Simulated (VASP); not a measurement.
Level of theory: revTPSS meta-GGA, VASP's PBE PAW potentials (set 64) (plane waves; VASP 6.6.1).

The input files of a VASP run:

### INCAR
```
METAGGA  =  RTPSS
ISIF  =  2   ! forces and stress, cell fixed
LMIXTAU  =  T
LASPH  =  T   ! aspherical one-centre terms
LCHARG  =  F
SIGMA  =  0.05   ! width (eV)
ENCUT  =  520   ! plane-wave cut-off (eV)
LMAXMIX  =  6
ALGO  =  Normal
LWAVE  =  F
NELM  =  100
ISMEAR  =  0   ! Gaussian
EDIFF  =  1E-7   ! SCF stop (eV)
SYSTEM  =  HfO2
PREC  =  Accurate
LREAL  =  F   ! projection in real space or not
```

File POSCAR:
```
HfO2
1
    0.0000000000     2.5501423134     2.5501423134
    2.5501423134     0.0000000000     2.5501423134
    2.5501423134     2.5501423134     0.0000000000
Hf O
1 2
Direct
  0.0000000000   0.0000000000   0.0000000000
  0.2500000000   0.2500000000   0.2500000000
  0.7500000000   0.7500000000   0.7500000000
```

File KPOINTS:
```
Automatic
0
G
  8 8 8
0 0 0
```

POTCAR, in this order: Hf_pv O (PBE.64 set). Program: vasp_std.

Output

OUTCAR:
```
 ion  position               nearest neighbor table
   1  0.000  0.000  0.000-   3 2.21   3 2.21   3 2.21   2 2.21   2 2.21   2 2.21   3 2.21   2 2.21
  LATTYP: Found a face centered cubic cell.
 ALAT       =     5.1002846268
 Subroutine PRICEL returns:
 Original cell was already a primitive cell.
 Subroutine GETGRP returns: Found 48 space group operations
The static configuration has the point symmetry O_h .
The dynamic configuration has the point symmetry O_h .
 Subroutine INISYM returns: Found 48 space group operations
 Subroutine IBZKPT returns following result:
 Found     29 irreducible k-points:

 Following reciprocal coordinates:
            Coordinates               Weight
  0.000000  0.000000  0.000000      1.000000
  0.125000  0.000000  0.000000      8.000000
  0.250000  0.000000  0.000000      8.000000
  0.375000  0.000000  0.000000      8.000000
  0.500000  0.000000  0.000000      4.000000
  0.125000  0.125000  0.000000      6.000000
  0.250000  0.125000  0.000000     24.000000
  0.375000  0.125000  0.000000     24.000000
  0.500000  0.125000  0.000000     24.000000
 -0.375000  0.125000  0.000000     24.000000
 -0.250000  0.125000  0.000000     24.000000
 -0.125000  0.125000  0.000000     12.000000
  0.250000  0.250000  0.000000      6.000000
  0.375000  0.250000  0.000000     24.000000
  0.500000  0.250000  0.000000     24.000000
 -0.375000  0.250000  0.000000     24.000000
 -0.250000  0.250000  0.000000     12.000000
  0.375000  0.375000  0.000000      6.000000
  0.500000  0.375000  0.000000     24.000000
 -0.375000  0.375000  0.000000     12.000000
  0.500000  0.500000  0.000000      3.000000
  0.375000  0.250000  0.125000     24.000000
  0.500000  0.250000  0.125000     48.000000
 -0.375000  0.250000  0.125000     24.000000
  0.500000  0.375000  0.125000     24.000000
 -0.375000  0.375000  0.125000     48.000000
 -0.250000  0.375000  0.125000     24.000000
 -0.375000  0.500000  0.125000     12.000000
 -0.250000  0.500000  0.250000      6.000000
   k-points           NKPTS =     29   k-points in BZ     NKDIM =     29   number of bands    NBANDS=     15
   number of dos      NEDOS =    301   number of ions     NIONS =      3
   total plane-waves  NPLWV =  21952
   dimension x,y,z NGX =    28 NGY =   28 NGZ =   28
   dimension x,y,z NGXF=    56 NGYF=   56 NGZF=   56
   ions per type =               1   2
   PREC   = accura    normal or accurate (medium, high low for compatibility)
   ISTART =      0    job   : 0-new  1-cont  2-samecut
   ICHARG =      2    charge: 1-file 2-atom 10-const
   ISPIN  =      1    spin polarized calculation?
   LNONCOLLINEAR =      F non collinear calculations
   LSORBIT =      F    spin-orbit coupling
   INIWAV =      1    electr: 0-lowe 1-rand  2-diag
   ENCUT  =  520.0 eV  38.22 Ry    6.18 a.u.   6.71  6.71  6.71*2*pi/ulx,y,z
   NELM   =    100;   NELMIN=  2; NELMDL= -5     # of ELM steps
   EDIFF  = 0.1E-06   stopping-criterion for ELM
   LREAL  =      F    real-space projection
   NLSPLINE    = F    spline interpolate recip. space projectors
   LMAXMIX     =    6 max onsite mixed and CHGCAR
   VOSKOWN=      0    Vosko Wilk Nusair interpolation
   EDIFFG = 0.1E-05   stopping-criterion for IOM
   NSW    =      0    number of steps for IOM
   NBLOCK =      1;   KBLOCK =      1    inner block; outer block
   IBRION =     -1    ionic relax: 0-MD 1-quasi-New 2-CG
   NFREE  =      0    steps in history (QN), initial steepest desc. (CG)
   ISIF   =      2    stress and relaxation
   ISYM   =      2    0-nonsym 1-usesym 2-fastsym
   TEIN   =    0.0    initial temperature
   TEBEG  =    0.0;   TEEND  =   0.0 temperature during run
   SMASS  =  -3.00    Nose mass-parameter (am)
   PSTRESS=    0.0 pullay stress
...
```

File OSZICAR:
```
       N       E                     dE             d eps       ncg     rms          rms(c)
DAV:   1     0.191183232569E+03    0.19118E+03   -0.13437E+04   870   0.156E+03
DAV:   2     0.390309386040E+02   -0.15215E+03   -0.14796E+03  1227   0.415E+02
DAV:   3     0.331257529819E+02   -0.59052E+01   -0.58931E+01  1150   0.780E+01
DAV:   4     0.330679493724E+02   -0.57804E-01   -0.57776E-01  1109   0.903E+00
DAV:   5     0.330667403143E+02   -0.12091E-02   -0.12090E-02  1172   0.939E-01    0.635E+01
DAV:   6     0.213453218711E+01   -0.30932E+02   -0.13709E+02   898   0.149E+02    0.263E+01
DAV:   7     0.382147857645E+01    0.16869E+01   -0.14930E+01  1066   0.294E+01    0.257E+01
DAV:   8     0.310882077703E+01   -0.71266E+00   -0.94840E+00  1052   0.194E+01    0.203E+01
DAV:   9    -0.528851077234E+00   -0.36377E+01   -0.42171E+01   989   0.385E+01    0.249E+01
DAV:  10     0.369540507170E+01    0.42243E+01   -0.91342E+00  1010   0.225E+01    0.489E+00
DAV:  11     0.360083857557E+01   -0.94566E-01   -0.43110E-01   947   0.575E+00    0.831E-01
DAV:  12     0.353431366398E+01   -0.66525E-01   -0.29778E-02  1003   0.173E+00    0.394E-01
DAV:  13     0.354386332124E+01    0.95497E-02   -0.15903E-03  1038   0.433E-01    0.452E-01
DAV:  14     0.353252743082E+01   -0.11336E-01   -0.47533E-03   968   0.806E-01    0.272E-01
DAV:  15     0.353154369351E+01   -0.98374E-03   -0.19170E-03   891   0.328E-01    0.818E-02
DAV:  16     0.353153772171E+01   -0.59718E-05   -0.32890E-05  1003   0.673E-02    0.483E-02
DAV:  17     0.353154722713E+01    0.95054E-05   -0.24747E-05  1080   0.454E-02    0.137E-02
DAV:  18     0.353153398705E+01   -0.13240E-04   -0.10465E-05   975   0.333E-02    0.289E-02
DAV:  19     0.353152941608E+01   -0.45710E-05   -0.58867E-06   996   0.201E-02    0.576E-03
DAV:  20     0.353152889505E+01   -0.52103E-06   -0.46745E-07   968   0.871E-03    0.496E-03
DAV:  21     0.353152897532E+01    0.80273E-07   -0.16042E-07   617   0.506E-03
   1 F= 0.35315290E+01 E0= 0.35315290E+01  d E =-.109605E-22
```

File OUTCAR:
```
------------------------ aborting loop because EDIFF is reached ----------------------------------------
  FORCE on cell =-STRESS in cart. coord.  units (eV):
  Direction    XX          YY          ZZ          XY          YZ          ZX
  --------------------------------------------------------------------------------------
  Total       -1.5273404     -1.5273404     -1.5273404      0.0000000      0.0000000      0.0000000
  in kB      -73.7773694    -73.7773694    -73.7773694      0.0000000      0.0000000      0.0000000
  external PRESSURE =     -73.7773694 kB  Pullay stress =       0.0000000 kB
  volume of cell :       33.17
      direct lattice vectors                 reciprocal lattice vectors
     0.000000000  2.550142313  2.550142313    -0.196067489  0.196067489  0.196067489
     2.550142313  0.000000000  2.550142313     0.196067489 -0.196067489  0.196067489
     2.550142313  2.550142313  0.000000000     0.196067489  0.196067489 -0.196067489
 POSITION                                       TOTAL-FORCE (eV/Angst)
 -----------------------------------------------------------------------------------
      0.00000      0.00000      0.00000         0.000000     -0.000000      0.000000
      1.27507      1.27507      1.27507        -0.000000      0.000000     -0.000000
      3.82521      3.82521      3.82521         0.000000      0.000000      0.000000
 -----------------------------------------------------------------------------------
    total drift:                                0.000000      0.000000      0.000000
  FREE ENERGIE OF THE ION-ELECTRON SYSTEM (eV)
  ---------------------------------------------------
  free  energy   TOTEN  =         3.5315289753 eV

  energy  without entropy=        3.5315289753  energy(sigma->0) =        3.53152898
```
(Selected blocks of OUTCAR.)

The compound is HfO2 in the fluorite structure, the high-temperature cubic form, which is unstable at 0 K; the monoclinic form is the stable one. This cell is one point of a volume scan, at 1.03 of the reference volume.
